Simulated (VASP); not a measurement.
An input for Quantum ESPRESSO's pw.x (written as the equivalent of a VASP run, and not itself run):

```
&CONTROL
  calculation = 'relax'
  pseudo_dir = './pseudo'
  outdir = './out'
  tprnfor = .true.
  tstress = .true.
  nstep = 30
  forc_conv_thr = 0.00039
/
&SYSTEM
  ibrav = 0
  nat = 3
  ntyp = 2
  ecutwfc = 76
  occupations = 'smearing'
  smearing = 'methfessel-paxton'
  degauss = 0.00735
  input_dft = 'pbe'
/
&ELECTRONS
  conv_thr = 7.3e-09
  electron_maxstep = 100
/
&IONS
/
ATOMIC_SPECIES
  Zr 91.224 Zr.upf
  B 10.810 B.upf
CELL_PARAMETERS angstrom
     1.5370927   -2.6623231    0.0000000
     1.5370927    2.6623231    0.0000000
     0.0000000    0.0000000    3.5469256
ATOMIC_POSITIONS crystal
  Zr   0.0000000  1.0000000  0.0000000
  B    0.3333330  0.6666670  0.5000000
  B    0.6666670  0.3333330  0.5000000
K_POINTS automatic
  10 10 8 0 0 0
```

Write the VASP files for the same calculation (PBE).

One answer among several that fit: 
File POSCAR:
```
ZrB2
1
    1.5370926778    -2.6623230695     0.0000000000
    1.5370926778     2.6623230695     0.0000000000
    0.0000000000     0.0000000000     3.5469256300
Zr B
1 2
Direct
  0.0000000000   1.0000000000   0.0000000000
  0.3333330000   0.6666670000   0.5000000000
  0.6666670000   0.3333330000   0.5000000000
```

INCAR:
```
! general
SYSTEM   =  ZrB2
PREC     =  Accurate
ENCUT    =  600
LREAL    =  .FALSE.   ! projection in real space or not
LASPH    =  .TRUE.   ! aspherical one-centre terms

! electronic loop
EDIFF    =  1E-7
NELM     =  100   ! most electronic steps
ALGO     =  Normal   ! blocked Davidson
LMAXMIX  =  4   ! l cut-off of mixed one-centre charges

! smearing
ISMEAR   =  1   ! Methfessel-Paxton
SIGMA    =  0.1   ! width (eV)

! functional
GGA      =  PE   ! PBE

! ions
IBRION   =  2
NSW      =  30   ! most ionic steps
ISIF     =  2
EDIFFG   =  -0.01   ! ionic stop

! output
LWAVE    =  .FALSE.
LCHARG   =  .FALSE.
```

**KPOINTS**
```
Automatic mesh
0
gamma
  10 10 8
```

POTCAR, in this order: Zr_sv B (PBE.64 set). Program: vasp_std.

The two are equivalent in intent, not identical: the potentials are each code's own (VASP's PAW set, PseudoDojo norm-conserving files in pw.x), so ENCUT and ecutwfc are chosen apart and not converted; conv_thr bounds pw.x's estimated SCF error, while EDIFF bounds the energy change between steps; forc_conv_thr acts on force components and is met together with etot_conv_thr.

The compound is ZrB2 in the AlB2 type structure. This cell was strained or had an atom moved on purpose.
